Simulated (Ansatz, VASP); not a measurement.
# Cross-check of GaSb between VASP and Ansatz, part 2 of 2

One calculation is typed for both programs; each brings its own data sets. How far apart do they land? The cell is taken from a series of runs on this material, whose earlier steps may have relaxed, scaled, displaced or heated it; both programs get it as it stands.

VASP 6.6.1 and Ansatz 0.2.0.

So far: The structure; Ansatz: zone-centre phonons, PBEsol; VASP: zone-centre phonons, PBEsol.

### Step 3. VASP: zone-centre phonons, PBEsol (continued)

Level of this step: PBEsol; plane waves and PAW (Ga_d, Sb) (VASP).

Numbers of over 12 decimals in the logs are rounded to 6 here.

Parts of OUTCAR (step 3):

```text
ion  position               nearest neighbor table
   1  0.999  0.999  0.999-   2 2.63   2 2.63   2 2.63   2 2.64
   2  0.751  0.751  0.751-   1 2.63   1 2.63   1 2.63   1 2.64

  LATTYP: Found a trigonal (rhomboedric) cell.
 ALAT       =     4.3212503807
 COS(alpha) =     0.5098913426

 Subroutine GETGRP returns: Found  6 space group operations
 (whereof  6 operations were pure point group operations)

The static configuration has the point symmetry C_3v.

 Found    189 irreducible k-points:

   k-points           NKPTS =    189   k-points in BZ     NKDIM =    189   number of bands    NBANDS=     15

   dimension x,y,z NGX =    32 NGY =   32 NGZ =   32
   dimension x,y,z NGXF=    64 NGYF=   64 NGZF=   64

   ENCUT  =  500.0 eV  36.75 Ry    6.06 a.u.   7.88  7.88  7.88*2*pi/ulx,y,z

   NELECT =      18.0000    total number of electrons

 k-points in reciprocal lattice and weights: Automatic mesh
   0.00000000  0.00000000  0.00000000       0.001
   0.08333333  0.00000000  0.00000000       0.003
   0.16666667  0.00000000  0.00000000       0.003
   0.25000000  0.00000000  0.00000000       0.003
   0.33333333  0.00000000  0.00000000       0.003
   0.41666667  0.00000000  0.00000000       0.003
   0.50000000  0.00000000  0.00000000       0.002
   0.08333333  0.08333333 -0.00000000       0.003
   0.16666667  0.08333333  0.00000000       0.007
[...]
-0.41666667  0.50000000  0.41666667       0.003
   0.50000000  0.50000000  0.50000000       0.001

 average (electrostatic) potential at core
       1 -65.3886       2 -87.3210

  Total        0.3157748      0.3157748      0.3157748     -0.1422843     -0.1422843     -0.1422843
  in kB        9.0015038      9.0015038      9.0015038     -4.0559690     -4.0559690     -4.0559690
  external PRESSURE =       9.0015038 kB  Pullay stress =       0.0000000 kB

  energy-cutoff  :      500.00
  volume of cell :       56.20
      direct lattice vectors                 reciprocal lattice vectors
     0.030299702  3.055510332  3.055510332    -0.166093186  0.164462310  0.164462310
     3.055510332  0.030299702  3.055510332     0.164462310 -0.166093186  0.164462310
     3.055510332  3.055510332  0.030299702     0.164462310  0.164462310 -0.166093186

 POSITION                                       TOTAL-FORCE (eV/Angst)
 -----------------------------------------------------------------------------------
      6.13675      6.13675      6.13675        -0.000154     -0.000154     -0.000154
      4.61056      4.61056      4.61056         0.000154      0.000154      0.000154
 -----------------------------------------------------------------------------------
    total drift:                               -0.000237     -0.000237     -0.000238

 Eigenvectors and eigenvalues of the dynamical matrix
 ----------------------------------------------------

   1 f  =    6.738397 THz    42.338594 2PiTHz  224.768715 cm-1    27.867756 meV
             X         Y         Z           dx          dy          dz
      6.136748  6.136748  6.136748    -0.321007   -0.329360    0.650367
      4.610563  4.610563  4.610563     0.243636    0.249975   -0.493612

   2 f  =    6.738397 THz    42.338594 2PiTHz  224.768715 cm-1    27.867756 meV
             X         Y         Z           dx          dy          dz
      6.136748  6.136748  6.136748    -0.565646    0.560823    0.004822
      4.610563  4.610563  4.610563     0.429310   -0.425650   -0.003660

   3 f  =    6.714572 THz    42.188898 2PiTHz  223.974002 cm-1    27.769225 meV
             X         Y         Z           dx          dy          dz
      6.136748  6.136748  6.136748     0.460142    0.460142    0.460142
      4.610563  4.610563  4.610563    -0.348716   -0.348716   -0.348716

   4 f/i=    0.004665 THz     0.029311 2PiTHz    0.155608 cm-1     0.019293 meV
             X         Y         Z           dx          dy          dz
      6.136748  6.136748  6.136748     0.348716    0.348716    0.348716
      4.610563  4.610563  4.610563     0.460142    0.460142    0.460142

   5 f/i=    0.009511 THz     0.059757 2PiTHz    0.317238 cm-1     0.039333 meV
             X         Y         Z           dx          dy          dz
      6.136748  6.136748  6.136748     0.313903   -0.486873    0.172970
      4.610563  4.610563  4.610563     0.413588   -0.641488    0.227900

   6 f/i=    0.009511 THz     0.059757 2PiTHz    0.317238 cm-1     0.039333 meV
             X         Y         Z           dx          dy          dz
      6.136748  6.136748  6.136748    -0.380961   -0.081368    0.462328
      4.610563  4.610563  4.610563    -0.501941   -0.107207    0.609149

 ELASTIC MODULI CONTR FROM IONIC RELAXATION (kBar)
 Direction    XX          YY          ZZ          XY          YZ          ZX
 --------------------------------------------------------------------------------
 XX          -0.3005     -0.2897     -0.2897      3.4612      4.9840      3.5866
 YY          -0.2897     -0.3005     -0.2897      3.5866      3.4612      4.9840
 ZZ          -0.2897     -0.2897     -0.3005      4.9840      3.5866      3.4612
 XY           3.4612      3.5866      4.9840   -188.0078     11.7476     11.7476
 YZ           4.9840      3.4612      3.5866     11.7476   -188.0078     11.7476
 ZX           3.5866      4.9840      3.4612     11.7476     11.7476   -188.0078
 --------------------------------------------------------------------------------
```

Energies printed during the response cycles are not total energies of the cell. The gap is under twice the smearing width, so the edge states are partly filled and the run can't tell a small gap from a semimetal. Methfessel-Paxton smearing is not meant for a cell with a gap.

### Step 4. Comparison

Known differences besides the potentials themselves: the data sets hold 28 valence electrons in Ansatz (on its PAW soft_1 files) and 18 in VASP; the cutoff is 420 eV in Ansatz and 500 eV in VASP; Ansatz makes its cores anew for this functional, VASP keeps those of its PBE data sets. Total energies have different zeros and are not compared.

The two programs side by side:

| quantity | Ansatz | VASP | difference |
| --- | --- | --- | --- |
| optical mode 1 (cm⁻¹) | 222.8 | 224.0 | -0.53 % |
| optical mode 2 to 3 (cm⁻¹) | 223.9 | 224.8 | -0.40 % |

Modes are paired by rising frequency, not by their patterns, so a pair may set unlike modes beside each other; they are those without the splitting of longitudinal modes.

### Step 5. Results

```json
{
 "r.m.s. difference of the optical zone-centre modes, each program's sorted by frequency (zone-centre phonons, PBEsol)": "1.0 cm⁻¹",
 "difference in optical mode 1 (zone-centre phonons, PBEsol)": "-0.5 %"
}
```

**Reading.** The r.m.s. difference of the optical zone-centre modes, each program's sorted by frequency is 1.0 cm⁻¹ (zone-centre phonons, PBEsol). The data sets hold unlike numbers of valence electrons (28 in Ansatz and 18 in VASP), so part of the differences comes from the potentials. Among the rows given in per cent, the largest difference of the zone-centre phonons, PBEsol pair is in optical mode 1, -0.5 %. How closely two codes agree says nothing of how well the functional describes the real material.

[Lines on the potential files, build, host, timing and source positions are cut from VASP's logs without a mark.]

[Logs are printed without paths, hosts, clocks, repeated set-up lines and the standing remarks that a program may print on its own settings, such as how far it seeks lower states.]

[Hosts, paths, dates, database ids (printed as entryN), source tags and the programs' standing remarks are cut or masked in the printed files.]
